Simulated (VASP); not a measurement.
Input:

```
WSe2
1.0
    1.62350    -2.81198     0.00000
    1.62350     2.81198     0.00000
    0.00000     0.00000    12.72060
W Se
2 4
Cartesian
  1.62350   0.93733   3.18015
  1.62350  -0.93733   9.54045
  1.62350   0.93733  11.21178
  1.62350  -0.93733   4.85148
  1.62350  -0.93733   1.50882
  1.62350   0.93733   7.86912
```

Level of theory: PBE GGA with D4 dispersion, VASP's PBE PAW potentials (set 64) (plane waves; VASP). Numerical set-up: 520 eV cut-off, 8×8×2 Γ-centred mesh, Gaussian smearing of 0.050 eV, potentials W_sv Se.

The ions and cell shape at fixed volume are relaxed. What does this cell relax into?

```
WSe2
1.0
    1.63142    -2.82570     0.00000
    1.63142     2.82570     0.00000
    0.00000     0.00000    12.59744
W Se
2 4
Direct
  0.33333   0.66667   0.25000
  0.66667   0.33333   0.75000
  0.33333   0.66667   0.88411
  0.66667   0.33333   0.38411
  0.66667   0.33333   0.11589
  0.33333   0.66667   0.61589
```
Space group P6_3/mmc (194), at a tolerance of 0.03 Å.

How much energy does the relaxation gain?

The energy (σ→0) changes by -5.4 meV/atom, in 6 ionic steps.

The compound is WSe2 in the 2H layered structure. This cell is one point of a volume scan, at 0.97 of the reference volume. Symmetry was kept, so distortions that lower it aren't found.
